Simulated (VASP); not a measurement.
Here is the system:

```
GdN
1.0
    0.00000     2.46960     2.46960
    2.46960     0.00000     2.46960
    2.46960     2.46960     0.00000
Gd N
1 1
Direct
  0.00000   0.00000   0.00000
  0.50000   0.50000   0.50000
```

Method: PBE GGA with D3 dispersion (zero damping), VASP's PBE PAW potentials (set 64) (plane waves; VASP 6.6.1). Run with 520 eV cut-off, 13×13×13 Γ-centred mesh, first-order Methfessel-Paxton smearing of 0.10 eV, potentials Gd_3 N.

The 4f electrons are frozen in the core of the lanthanide potential, so 4f levels, which can set the real gap, and their magnetism are missing.

Problem. Give the energy at these volumes per atom, relative to the lowest: 14.16, 14.61, 15.06, 15.51, 15.96 Å³.

Solution. 30.6, 7.3, 0.0, 6.5, 24.6 meV/atom. A third-order Birch-Murnaghan fit gives B0 = 162 GPa and B0′ = 4.4.

Measured: bulk modulus 192 GPa (computed value off by -15.8 %), as given by K Doll, Journal of Physics Condensed Matter (2008), arXiv:0801.3152; a 4.974 Å (computed value off by -0.7 %), as given by F. Natali et al., Progress in Materials Science (2013), arXiv:1208.2410. The calculation is for a static lattice, while the measured bulk modulus, a hold thermal and zero-point effects, which are part of the difference.

The compound is GdN in the rock salt structure. It was relaxed first.
